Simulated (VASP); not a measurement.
```
CELL_PARAMETERS angstrom
      4.62767     0.00000     0.00000
      0.00000     4.62767     0.00000
      0.00000     0.00000     2.96044
ATOMIC_POSITIONS crystal
  Ti 0.00000 0.00000 0.00000
  Ti 0.50000 0.50000 0.50000
  O  0.30451 0.30451 0.00000
  O  0.80451 0.19549 0.50000
  O  0.19549 0.80451 0.50000
  O  0.69549 0.69549 0.00000
```

All values below come from PBE GGA with D3 dispersion (zero damping), VASP's PBE PAW potentials (set 64) (plane waves; VASP). Run with 520 eV cut-off, Gaussian smearing of 0.050 eV, potentials Ti_sv O.

Problem. Estimate the band gap (along the path) with the smallest direct gap where there is one.

Solution. 
| Item | Result |
|---|---|
| band gap (along the path) | 1.83 eV |
| smallest direct gap (along the path) | 1.83 eV |

Only differences to runs with the same potentials and settings are physical.

The compound is TiO2 in the rutile structure. It was relaxed first.
